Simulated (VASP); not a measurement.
These are PBE GGA, VASP's PBE PAW potentials (set 64) (plane waves; VASP) values and carry that method's errors.

VASP input:

**INCAR**
```
! general
SYSTEM =V3Os
PREC   =Accurate
ENCUT  =300
LREAL  =.False.
LASPH  =.True.

! electronic loop
EDIFF  =1E-6
NELM   =100
ALGO   =Normal
LMAXMIX=6

! smearing
ISMEAR =0
SIGMA  =0.1

! functional
GGA    =PE

! spin
ISPIN  =2
MAGMOM =3*2.0 0.0

! ions
ISIF   =2

! output
LWAVE  =.False.
LCHARG =.False.
LORBIT =11
```

File POSCAR:
```
V3Os
1
    3.6335780000     0.0000000000     0.0000000000
    0.0000000000     3.6335780000     0.0000000000
    0.0000000000     0.0000000000     3.6335780000
V Os
3 1
Direct
  0.0000000000   0.5000000000   0.5000000000
  0.5000000000   0.5000000000   0.0000000000
  0.5000000000   0.0000000000   0.5000000000
  0.0000000000   0.0000000000   0.0000000000
```

KPOINTS:
```
Automatic mesh
0
Gamma
3 3 3
0 0 0
```

POTCAR, in this order: V_sv Os (PBE.64 set). Program: vasp_std.

Output of the run:

File OSZICAR:
```
       N       E                     dE             d eps       ncg     rms          rms(c)
DAV:   1     0.470770556637E+03    0.47077E+03   -0.21231E+04   536   0.119E+03
DAV:   2    -0.133613081892E+02   -0.48413E+03   -0.46600E+03   496   0.467E+02
DAV:   3    -0.390813783457E+02   -0.25720E+02   -0.24070E+02   680   0.109E+02
DAV:   4    -0.396596601885E+02   -0.57828E+00   -0.57616E+00   504   0.152E+01
DAV:   5    -0.396699342637E+02   -0.10274E-01   -0.10269E-01   640   0.201E+00    0.436E+01
DAV:   6    -0.381674445694E+02    0.15025E+01   -0.26606E+01   647   0.402E+01    0.168E+01
DAV:   7    -0.378582379951E+02    0.30921E+00   -0.15101E+01   685   0.229E+01    0.113E+01
DAV:   8    -0.368650398666E+02    0.99320E+00   -0.53737E+00   707   0.158E+01    0.355E+00
DAV:   9    -0.368511737952E+02    0.13866E-01   -0.12769E-01   594   0.297E+00    0.165E+00
DAV:  10    -0.368419399650E+02    0.92338E-02   -0.29935E-02   715   0.107E+00    0.714E-01
DAV:  11    -0.368404451566E+02    0.14948E-02   -0.40212E-03   560   0.605E-01    0.180E-01
DAV:  12    -0.368404796234E+02   -0.34467E-04   -0.63926E-04   649   0.200E-01    0.524E-02
DAV:  13    -0.368404894993E+02   -0.98759E-05   -0.51538E-05   597   0.435E-02    0.212E-02
DAV:  14    -0.368404855929E+02    0.39064E-05   -0.57031E-06   574   0.188E-02    0.662E-03
DAV:  15    -0.368404839577E+02    0.16353E-05   -0.12387E-06   352   0.752E-03    0.461E-03
DAV:  16    -0.368404839945E+02   -0.36808E-07   -0.28205E-07   318   0.410E-03
   1 F= -.36840484E+02 E0= -.36822438E+02  d E =-.360923E-01  mag=     0.0127
```

**OUTCAR**
```
------------------------ aborting loop because EDIFF is reached ----------------------------------------
  FORCE on cell =-STRESS in cart. coord.  units (eV):
  Direction    XX          YY          ZZ          XY          YZ          ZX
  --------------------------------------------------------------------------------------
  Total       14.5487001     14.5487001     14.5487001      0.0000000      0.0000000     -0.0000000
  in kB      485.8825600    485.8825600    485.8825600      0.0000000      0.0000000     -0.0000000
  external PRESSURE =     485.8825600 kB  Pullay stress =       0.0000000 kB
  volume of cell :       47.97
      direct lattice vectors                 reciprocal lattice vectors
     3.633578000  0.000000000  0.000000000     0.275210825  0.000000000  0.000000000
     0.000000000  3.633578000  0.000000000     0.000000000  0.275210825  0.000000000
     0.000000000  0.000000000  3.633578000     0.000000000  0.000000000  0.275210825
 POSITION                                       TOTAL-FORCE (eV/Angst)
 -----------------------------------------------------------------------------------
      0.00000      1.81679      1.81679         0.000000      0.000000      0.000000
      1.81679      1.81679      0.00000         0.000000      0.000000      0.000000
      1.81679      0.00000      1.81679         0.000000      0.000000      0.000000
      0.00000      0.00000      0.00000         0.000000      0.000000      0.000000
 -----------------------------------------------------------------------------------
    total drift:                                0.000000     -0.000000     -0.000000
  FREE ENERGIE OF THE ION-ELECTRON SYSTEM (eV)
  ---------------------------------------------------
  free  energy   TOTEN  =       -36.8404839945 eV

  energy  without entropy=      -36.8043917428  energy(sigma->0) =      -36.82243787

 total charge

# of ion       s       p       d       tot
------------------------------------------
    1        2.377   6.326   3.192  11.895
    2        2.377   6.326   3.192  11.895
    3        2.377   6.326   3.192  11.895
    4        0.807   0.811   6.223   7.841
--------------------------------------------------
tot          7.939  19.788  15.798  43.525

 magnetization (x)

# of ion       s       p       d       tot
------------------------------------------
    1        0.000   0.000   0.003   0.004
    2        0.000   0.000   0.003   0.004
    3        0.000   0.000   0.003   0.004
    4       -0.000   0.000  -0.001  -0.000
--------------------------------------------------
tot          0.000   0.001   0.010   0.011
```
(Selected blocks of OUTCAR.)

File OUTCAR:
```
 val. band max:       11.4432959813   @ k =   0.3333   0.3333   0.3333

 cond. band min:      11.6045380336   @ k =   0.3333   0.3333   0.3333


 Fermi energy:        11.4451389313

 spin component 1

 k-point     1 :       0.0000    0.0000    0.0000
  band No.  band energies     occupation
      1     -52.4206      1.00000
      2     -52.1295      1.00000
      3     -52.1295      1.00000
      4     -26.6003      1.00000
      5     -26.6003      1.00000
      6     -26.6003      1.00000
      7     -26.0846      1.00000
      8     -26.0846      1.00000
      9     -26.0846      1.00000
     10     -25.7426      1.00000
     11     -25.7426      1.00000
     12     -25.7426      1.00000
     13       3.0128      1.00000
     14       5.4829      1.00000
     15       5.4829      1.00000
     16       6.7857      1.00000
     17       6.7857      1.00000
     18       6.7857      1.00000
     19       7.0867      1.00000
     20      11.0428      1.00000
     21      11.0428      1.00000
     22      11.0428      1.00000
     23      13.4508      0.00000
     24      13.4508      0.00000
     25      15.0850      0.00000
     26      15.1751      0.00000
     27      15.1751      0.00000
     28      15.5197      0.00000
     29      15.5197      0.00000
     30      15.5444      0.00000
     31      15.5444      0.00000

 k-point     2 :       0.3333    0.0000    0.0000
  band No.  band energies     occupation
      1     -52.3566      1.00000
      2     -52.1904      1.00000
      3     -52.1287      1.00000
      4     -26.4964      1.00000
      5     -26.4964      1.00000
      6     -26.4231      1.00000
      7     -26.1332      1.00000
      8     -26.1332      1.00000
      9     -26.1039      1.00000
     10     -25.9785      1.00000
     11     -25.8137      1.00000
     12     -25.8137      1.00000
     13       4.4800      1.00000
     14       6.3251      1.00000
     15       6.5306      1.00000
...
```

At this cut-off the stress carries a Pulay error, which pulls relaxed volumes low.  Unless said otherwise, spin-orbit coupling is left out, though it shifts the bands of the heavy elements here.

The structure was generated: V3Os was put into an ordered model structure, which need not be its known phase. The cell was not relaxed at this level. The k-mesh is coarse (spacing up to 0.58 per Å, 2π included), so the numbers may not be converged in it. The run is one of a series of settings (KPOINTS 3×3×3 Γ-centred mesh against the base run), some of them coarse on purpose.
